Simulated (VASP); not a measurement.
Given:

```yaml
crystal:
  lattice:
    - [0.00000, 2.91502, 2.91502]
    - [2.91502, 0.00000, 2.91502]
    - [2.91502, 2.91502, 0.00000]
  atoms:
    - { symbol: In, position: [0.00000, 0.00000, 0.00000] }
    - { symbol: P, position: [0.25000, 0.25000, 0.25000] }
```

These are PBE GGA with D4 dispersion, VASP's PBE PAW potentials (set 64) (plane waves; VASP 6.6.1) values and carry that method's errors. Settings: 520 eV cut-off, 8×8×8 Γ-centred mesh, Gaussian smearing of 0.050 eV, potentials In_d P.

Unless said otherwise, spin-orbit coupling is left out, though it shifts the bands of the heavy elements here.

Task: Estimate the energy per atom (σ→0), pressure, band gap (on the k-mesh) with the smallest direct gap where there is one.

Result: 
The band gap (on the k-mesh) is 0.80 eV and the smallest direct gap (on the k-mesh) is 0.80 eV. The energy per atom (σ→0) is -4.523 eV/atom. The pressure comes out as 2.15 GPa.

The compound is InP in the zinc blende structure. This cell is one point of a volume scan, at 0.97 of the reference volume.
